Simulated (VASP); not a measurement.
**A slab model of Bi2Se3 quintuple layer monolayer**

How does Bi2Se3 quintuple layer monolayer behave as a surface?

Method: PBE with D3(BJ); plane waves and PAW (Se, Bi), in VASP 6.6.1.

This is a report of a sequence of runs, with most program output left out.

**1. The starting structure**

The cell holds 5 atoms: 3 Se and 2 Bi. Its edges and angles: a = 4.190 Å, b = 4.190 Å, c = 25.200 Å, α = 90.0°, β = 90.0°, γ = 120.0°. Vacuum lies along c.

Structure file:

```cif
data_structure
_symmetry_space_group_name_H-M 'P 1'
_symmetry_Int_Tables_number 1
_cell_length_a 4.1900
_cell_length_b 4.1900
_cell_length_c 25.2000
_cell_angle_alpha 90.000
_cell_angle_beta 90.000
_cell_angle_gamma 120.000
_cell_volume 383.14
loop_
_atom_site_label
_atom_site_type_symbol
_atom_site_fract_x
_atom_site_fract_y
_atom_site_fract_z
_atom_site_occupancy
Se1 Se 0.33333 0.66667 0.35714 1
Se2 Se 0.00000 0.00000 0.50000 1
Se3 Se 0.66667 0.33333 0.64286 1
Bi4 Bi 0.66667 0.33333 0.42262 1
Bi5 Bi 0.33333 0.66667 0.57738 1
```

**2. Relaxing the slab**

The sheet's cell relaxes in its plane with the atoms, while the vacuum is kept.

INCAR

```
SYSTEM = Bi2Se3
PREC = Normal
ENCUT = 400
EDIFF = 1E-05
NELM = 120
ISMEAR = -1
SIGMA = 0.05
LREAL = .FALSE.
ALGO = Fast
GGA = PE
IVDW = 12
NBANDS = 20
LORBIT = 11
LWAVE = .FALSE.
LCHARG = .FALSE.
KPAR = 2
LASPH = .TRUE.
IBRION = 2
NSW = 40
ISIF = 3
EDIFFG = -0.02
POTIM = 0.4
IDIPOL = 3
LDIPOL = .TRUE.
DIPOL = 0.5 0.5 0.5
LATTICE_CONSTRAINTS = .TRUE. .TRUE. .FALSE.
```

POSCAR

```
Bi2Se3
1.0
    4.1900000000      0.0000000000      0.0000000000
   -2.0950000000      3.6286464419      0.0000000000
    0.0000000000      0.0000000000     25.2000000000
Se Bi
3 2
Direct
    0.3333333333      0.6666666667      0.3571428571
    0.0000000000      0.0000000000      0.5000000000
    0.6666666667      0.3333333333      0.6428571429
    0.6666666667      0.3333333333      0.4226190476
    0.3333333333      0.6666666667      0.5773809524
```

KPOINTS

```
Automatic mesh
0
Gamma
12 12 1
0 0 0
```

The projector-augmented-wave data sets are Se and Bi (PBE family, release 64).

Started as:

```console
mpirun -np 2 vasp_std
```

Run time: 3.1 min. Hardware: 2 MPI ranks of Intel Xeon Platinum 8488C (Sapphire Rapids), shared host; peak memory 0.58 GiB; 6.2 min of CPU time.

The gap is read on the k-mesh alone, so it is an upper bound where the band edges lie off the mesh. The data set Bi keeps the semicore shell frozen, which is cheaper and a little less accurate. The run keeps the 12 symmetry operations of its start, so it cannot find a distortion of lower symmetry.

The steps of the relaxation:

```csv
step,energy less that of the first step (eV),largest force (eV/Å),pressure (GPa),volume (Å³)
1,0.0000,0.6538,-1.24,383.14
2,-0.0913,0.0884,-0.07,366.11
3,-0.0913,0.0940,-0.06,366.23
4,-0.0913,0.1062,-0.09,366.56
5,-0.0921,0.0886,-0.09,367.07
6,-0.0936,0.0807,-0.11,368.61
7,-0.0924,0.1985,-0.13,371.69
8,-0.0938,0.1143,-0.12,369.47
9,-0.0946,0.1057,-0.09,369.49
10,-0.0963,0.0794,-0.04,369.57
11,-0.0973,0.0362,0.08,369.73
12,-0.0972,0.0529,-0.03,372.05
13,-0.0976,0.0102,0.02,370.77
```

```csv
cell as run,before,after,change
a (Å),4.190,4.122,-1.6 %
b (Å),4.190,4.122,-1.6 %
```

The atoms that moved most (Å, along periodic axes as changes of fractional coordinates times the final cell, across vacuum about the mean position):

```csv
atom,dx,dy,dz,length
Se1,0.000,0.000,0.086,0.086
Se3,0.000,0.000,-0.086,0.086
Bi4,0.000,0.000,0.018,0.018
Bi5,0.000,0.000,-0.018,0.018
```

Final coordinates:

```xyz
5
Lattice="4.1218 0.0000 0.0000 -2.0609 3.5696 0.0000 0.0000 0.0000 25.2000" Properties=species:S:1:pos:R:3
Se    0.0000    2.3797    9.0862
Se    0.0000    0.0000   12.6000
Se    2.0609    1.1899   16.1138
Bi    2.0609    1.1899   10.6684
Bi    0.0000    2.3797   14.5316
```

This step gave:

```
electronic cycles                               : 79
electrons                                       : 28
free energy (TOTEN)                             : -21.80 eV
Fermi energy                                    : -1.657 eV
labelled metallic, from the levels on this mesh : no
dipole moment                                   : 0, 0, 0 e·Å
gap on the k-mesh                               : 0.9344 eV
least direct gap on the k-mesh                  : 1.299 eV
```

The run ended after 13 ionic steps, 0.098 eV below its first step, once forces and stress met EDIFFG = -0.02.

Only the dipole across the slab is computed (IDIPOL = 3); zeros along the plane are no results.

**3. Vacuum level and density of states**

A static run writes the electrostatic potential without exchange and correlation (LVHAR), which is flat in the vacuum and gives the level to count from. The dipole correction cancels the field that unlike faces would set up across the vacuum.

INCAR

```
SYSTEM = Bi2Se3
PREC = Normal
ENCUT = 300
EDIFF = 1E-06
NELM = 120
ISMEAR = -1
SIGMA = 0.05
LREAL = .FALSE.
ALGO = Fast
GGA = PE
IVDW = 12
NBANDS = 29
LORBIT = 11
LWAVE = .FALSE.
LCHARG = .TRUE.
LASPH = .TRUE.
IDIPOL = 3
LDIPOL = .TRUE.
DIPOL = 0.5 0.5 0.5
LVHAR = .TRUE.
LVACPOTAV = .TRUE.
LELF = .TRUE.
NEDOS = 1500
```

POSCAR

```
Bi2Se3
1.0
    4.1217974546      0.0000000000      0.0000000000
   -2.0608987273      3.5695813050      0.0000000000
    0.0000000000      0.0000000000     25.2000000000
Se Bi
3 2
Direct
    0.3333333333      0.6666666667      0.3605646895
    0.0000000000      0.0000000000      0.5000000000
    0.6666666667      0.3333333333      0.6394353105
    0.6666666667      0.3333333333      0.4233509058
    0.3333333333      0.6666666667      0.5766490942
```

KPOINTS is that of step 2.

Started as:

```console
mpirun -np 2 vasp_std
```

It took 38 s on 2 MPI ranks; peak memory 0.37 GiB.

This step gave:

```
electronic cycles                                 : 18
vacuum levels                                     : 3.739, 3.739 eV
ionisation potentials of the upper and lower face : 5.942, 5.942 eV
electron affinities of the upper and lower face   : 5.008, 5.008 eV
```

The density of states has structure finer than the step of the table below, so its rows give means over 0.5 eV, whole bins alone (the curve runs from -12.0 to 8.89 eV). Peaks (eV: height): total -11.80: 7.81, 7.60: 6.65, 8.20: 7.52, 8.54: 6.93; Se s -11.80: 5.36, -9.47: 0.749; Se p -3.18: 1.51, -2.14: 1.91, -1.11: 2.93, -0.33: 2.71; Se d 6.48: 0.197, 6.82: 0.175, 7.51: 0.279, 8.20: 0.361; Bi s -10.16: 2.29, -9.82: 2.14, -9.47: 1.92, -0.25: 0.488.

Means over bins of 0.086 eV. Density of states against energy, zero at the valence-band top; means over each step; values in states/eV/cell:

```csv
energy (eV),total,Se s,Se p,Se d,Bi s,Bi p,Bi d
-11.5,1.55,1.08,0.00340,1.0e-4,0.0328,0.0344,0.00951
-11.0,1.4e-4,8.1e-5,0,0,1.3e-5,0,0
-10.5,0.423,0.0263,0.0121,0.00109,0.319,0.00150,2.9e-4
-10.0,2.87,0.363,0.0742,0.00750,1.99,0.0168,0.00354
-9.5,2.72,0.611,0.0614,0.00558,1.62,0.0204,0.00474
-9.0,1.10,0.305,0.0254,0.00129,0.600,0.0110,0.00109
-8.5,0.618,0.198,0.0116,4.4e-4,0.331,0.00378,2.0e-4
-8.0,0.281,0.0981,0.00466,1.4e-5,0.146,5.9e-4,1.1e-4
-7.5,6.8e-4,2.4e-4,0,0,3.4e-4,0,0
-7.0,0,0,0,0,0,0,0
-6.5,0,0,0,0,0,0,0
-6.0,0,0,0,0,0,0,0
-5.5,0,0,0,0,0,0,0
-5.0,0.0597,8.3e-4,0.0143,6.2e-5,0,0.0159,8.2e-5
-4.5,1.64,0.0188,0.403,0.00305,9.7e-4,0.439,0.00566
-4.0,1.70,0.0119,0.445,0.00463,0.00532,0.450,0.00886
-3.5,2.73,0.0231,0.767,0.00888,0.0157,0.705,0.0175
-3.0,4.50,0.0733,1.31,0.0161,0.0330,1.11,0.0367
-2.5,4.29,0.0552,1.37,0.0164,0.0293,1.02,0.0394
-2.0,4.94,0.0580,1.72,0.0201,0.0313,1.09,0.0582
-1.5,3.41,0.0324,1.35,0.0120,0.0286,0.592,0.0562
-1.0,5.43,0.0187,2.65,0.00724,0.0564,0.222,0.191
-0.5,4.83,0.00856,2.31,0.00708,0.298,0.110,0.124
0.0,2.55,0.00572,1.23,0.00273,0.230,0.0457,0.0418
0.5,0.00954,1.3e-4,0.00407,9.8e-6,7.6e-4,5.7e-4,8.6e-5
1.0,0.0479,0.00483,0.00284,6.0e-4,4.3e-4,0.0195,1.4e-4
1.5,0.745,0.0504,0.0962,0.0112,0.00618,0.274,0.00901
2.0,2.67,0.131,0.431,0.0436,0.0130,0.999,0.0408
2.5,4.53,0.125,0.848,0.0904,0.0182,1.75,0.0771
3.0,4.68,0.0514,0.965,0.113,0.0659,1.84,0.0542
3.5,2.36,0.0386,0.503,0.0436,0.00937,0.966,0.0143
4.0,3.70,0.0440,0.962,0.0699,0.00688,1.40,0.0182
4.5,3.63,0.0289,0.957,0.0913,0.00235,1.11,0.0903
5.0,3.01,0.0146,0.640,0.105,0.00314,0.782,0.165
5.5,2.08,0.00769,0.0657,0.0938,0.00310,0.0951,0.229
6.0,1.93,0.00862,0.0547,0.0629,0.00219,0.0501,0.151
6.5,4.24,0.0185,0.137,0.159,0.00259,0.129,0.393
7.0,3.87,0.0156,0.130,0.138,0.00349,0.116,0.328
7.5,5.40,0.0229,0.252,0.202,0.0107,0.135,0.445
8.0,6.51,0.0342,0.312,0.308,0.0232,0.154,0.617
8.5,6.03,0.0267,0.238,0.250,0.0250,0.149,0.455
```

Zero at the Fermi level. Table of planar average of the electrostatic potential by height:

```csv
height (Å),planar average of the electrostatic potential (eV)
0,5.40
1,5.40
2,5.40
3,5.40
4,5.40
5,5.40
6,5.39
7,5.32
8,3.97
9,-4.95
10,-6.14
11,-8.87
12,-2.49
13,-4.17
14,-6.68
15,-8.03
16,-5.40
17,2.82
18,5.26
19,5.39
20,5.40
21,5.40
22,5.40
23,5.40
24,5.40
25,5.40
```

Density of states in the PAW spheres, an atom over height of the layer and energy from the Fermi level.

Ten even steps from '_' (0.00 states/eV) to '@' (1.01 states/eV), each cell a mean:
```
__________
__________
..__..__..
##::##::##
**::@@::**
%%::@@::%%
++------++
**==--==**
**++--++**
==++==++==
==++==++==
::======::
..::::::..
..::::::..
__::::::__
__________
__________
__________
__________
__________
__________
__________
```
Columns: height of the layer (Å) from 9.1 to 16.1 (not evenly spaced); rows upwards: energy from the Fermi level (eV) from -7.9 to 0.5.

Electrostatic potential energy in the ca plane at fractional y = 0.333, with atoms of Se and Bi within 0.2 Å of it. With pseudopotentials it is smooth inside the atoms' cores, unlike the true potential.

Values in eV, 6 rows by 16 columns, each cell a mean:
```
  4   4   4   4   4   4   3   0 -21 -19   0   1   0  -4 -16   0
  4   4   4   4   4   4   3  -5 -44 -42  -3   2   1 -19 -39 -10
  4   4   4   4   4   4   3  -3 -41 -39  -2   2   1 -15 -41  -7
  4   4   4   4   4   4   3   0 -12 -11   0   1  -1  -2  -6   2
  4   4   4   4   4   4   2  -1   0   1  -1  -1  -6  -3   2   3
  4   4   4   4   4   4   2  -1  -1   0   0  -1  -5  -3   1   3
```
Columns run along c (16.0 Å, from fractional 0.07 to 0.71 of the cell; values clipped at the 3rd and 97th percentile), rows up along a (4.1 Å). Atoms in or near the plane, at fractional coordinates: Se at (0.64, 0.67), Bi at (0.42, 0.67).

Valence density in the ca plane at fractional y = 0.333, with atoms of Se and Bi within 0.2 Å of it. It is the smooth field of the valence electrons, not physical close to the nuclei.

Values in e/Å³, 6 rows by 16 columns, each cell a mean:
```
0.00 0.00 0.00 0.00 0.00 0.00 0.04 0.13 0.26 0.25 0.12 0.08 0.09 0.31 0.54 0.16
0.00 0.00 0.00 0.00 0.00 0.00 0.02 0.12 0.20 0.24 0.12 0.03 0.07 0.52 0.46 0.40
0.00 0.00 0.00 0.00 0.00 0.00 0.02 0.12 0.23 0.27 0.11 0.04 0.07 0.49 0.63 0.34
0.00 0.00 0.00 0.00 0.00 0.01 0.05 0.15 0.23 0.21 0.13 0.11 0.11 0.25 0.37 0.10
0.00 0.00 0.00 0.00 0.00 0.01 0.10 0.24 0.13 0.09 0.22 0.23 0.20 0.15 0.07 0.02
0.00 0.00 0.00 0.00 0.00 0.01 0.09 0.21 0.14 0.10 0.20 0.20 0.17 0.16 0.10 0.03
```
Columns run along c (16.0 Å, from fractional 0.07 to 0.71 of the cell), rows up along a (4.1 Å). Atoms in or near the plane, at fractional coordinates: Se at (0.64, 0.67), Bi at (0.42, 0.67).

ELF in the ca plane at fractional y = 0.333, with atoms of Se and Bi within 0.2 Å of it. It is the smooth field of the valence electrons, not physical close to the nuclei.

Ten even steps from '0' (0.00) to '9' (0.95), each cell a mean:
```
00000000000000001234445677632332111246788875
00000000000000000011247899862111001357888987
00000000000000000000258999984100001368768998
00000000000000000000258999984100001468757998
00000000000000000000248999983100001368878998
00000000000000000012236899852111001257889987
00000000000000001244544566433443212345677764
00000000000020013567664322235665334443344321
00000000000000024677775310146776445653110000
00000000000000024677775311146776435653211100
00000000000000013466664332234665323443455432
```
Columns run along c (16.0 Å, from fractional 0.07 to 0.71 of the cell), rows up along a (4.1 Å). Atoms in or near the plane, at fractional coordinates: Se at (0.64, 0.67), Bi at (0.42, 0.67).

The map of layer states is cut here 0.5 eV above the Fermi level, so it leaves out the states above that.

The vacuum level lies 5.94 eV above the highest filled level at the upper face; both faces agree, as the slab has next to no dipole.

The program found no field-free point at its default tolerance, but its printed level agrees with the flat part of the planar average.

**4. The slab in a field, field -0.1**

A field across the slab, with the atoms held, gives the electronic response: the dipole changes linearly with the field, and the energy has a linear term from the slab's own dipole and a quadratic one from its polarisability.

INCAR

```
SYSTEM = Bi2Se3
PREC = Normal
ENCUT = 300
EDIFF = 1E-06
NELM = 120
ISMEAR = -1
SIGMA = 0.05
LREAL = .FALSE.
ALGO = Fast
GGA = PE
IVDW = 12
NBANDS = 20
LORBIT = 11
LWAVE = .FALSE.
LCHARG = .FALSE.
KPAR = 2
LASPH = .TRUE.
IDIPOL = 3
LDIPOL = .TRUE.
DIPOL = 0.5 0.5 0.5
EFIELD = -0.1
LVHAR = .TRUE.
```

POSCAR is that of step 3.

KPOINTS is that of step 3.

Started as:

```console
mpirun -np 2 vasp_std
```

It took 43 s on 2 MPI ranks; peak memory 0.42 GiB.

Numbers from this step:

| Property | Result |
| --- | --- |
| electronic cycles | 22 |
| dipole moment | 0, 0, -0.07263 e·Å |
| gap on the k-mesh | 0.9342 eV |
| least direct gap on the k-mesh | 1.298 eV |

Zero at the Fermi level. The planar average of the electrostatic potential by height:

```csv
height (Å),planar average of the electrostatic potential (eV)
0,5.40
1,4.68
2,4.78
3,4.88
4,4.98
5,5.08
6,5.18
7,5.21
8,3.93
9,-4.97
10,-6.15
11,-8.87
12,-2.49
13,-4.17
14,-6.68
15,-8.02
16,-5.39
17,2.85
18,5.36
19,5.58
20,5.69
21,5.79
22,5.89
23,5.99
24,6.09
25,5.88
```

VASP counts the dipole in electrons times Å, so a positive number points the physical dipole along −c. A positive EFIELD is likewise a physical field along −c.

Energy at zero smearing: -21.79949 eV.

**5. The slab in a field, field 0.1**

INCAR, as its differences from that of step 4:

```diff
@@ -20,3 +20,3 @@
 DIPOL = 0.5 0.5 0.5
-EFIELD = -0.1
+EFIELD = 0.1
 LVHAR = .TRUE.
```

POSCAR is that of step 4.

KPOINTS is that of step 4.

Started as:

```console
mpirun -np 2 vasp_std
```

Run time: 29 s. Hardware: 2 MPI ranks; peak memory 0.42 GiB; 56 s of CPU time.

Numbers from this step:

```
electronic cycles : 20
dipole moment     : 0, 0, 0.0725 e·Å
```

Zero at the Fermi level. Planar average of the electrostatic potential against height:

height (Å), planar average of the electrostatic potential (eV) and a bar from the least value:
```
        0        5.4 #############################
        1        6.1 ##############################
        2        6.0 ##############################
        3        5.9 ##############################
        4        5.8 #############################
        5        5.7 #############################
        6        5.6 #############################
        7        5.4 #############################
        8        4.0 ##########################
        9       -4.9 ########
       10       -6.1 #####
       11       -8.9 
       12       -2.5 #############
       13       -4.2 #########
       14       -6.7 ####
       15       -8.0 ##
       16       -5.4 #######
       17        2.8 #######################
       18        5.2 ############################
       19        5.2 ############################
       20        5.1 ############################
       21        5.0 ############################
       22        4.9 ############################
       23        4.8 ###########################
       24        4.7 ###########################
       25        4.9 ############################
```

Energy at zero smearing: -21.79949 eV.

**6. Putting the energies together**

This step: slab, PBE + D3(BJ); plane waves and PAW (VASP 6.6.1).

This step runs nothing: it gathers the runs above.

Numbers from this step:

| Quantity | Value |
| --- | --- |
| polarisability per area of the slab or monolayer | 0.7102 Å |
| ionisation potential at the upper face | 5.942 eV |

VASP counts both for electrons: a positive EFIELD is a field along -c, and a positive dipole, in electrons times A, points along -c. Field, by row:

```csv
EFIELD (eV/Å),dipole along z (e Å),energy change (eV)
-0.1,-0.07263,-0.003632
0,0,0
0.1,0.0725,-0.003631
```

The polarisability is the slope of the dipole against the field, as a volume for each unit of area.

**7. What came out**

```yaml
ionisation_potential_of_the_slab: 5.94 eV
polarisability_per_area_of_the_slab_or_monolayer: 0.710 Å
```

What this shows: The ionisation potential is 5.94 eV at both faces. The atom that ends on top (Se) moved inwards by 0.09 Å, counted from the mean of all atoms. Semilocal band edges put the ionisation potential too low and the gap too small. Spin-orbit coupling is left out, which matters for the heavy elements here. The slab has a gap, so the level below the vacuum is counted from the highest filled level.

[Lines on the potential files, build, host, timing and source positions are cut from VASP's logs without a mark.]

[Logs are printed without paths, hosts, clocks, repeated set-up lines and the standing remarks that a program may print on its own settings, such as how far it seeks lower states.]

[Hosts, paths, dates, database ids (printed as entryN), source tags and the programs' standing remarks are cut or masked in the printed files.]

[In band tables of VASP the shares of atoms and orbitals are scaled to a sum of 1 inside the atoms' spheres.]

[Runs that stopped without an error message from VASP are left out.]
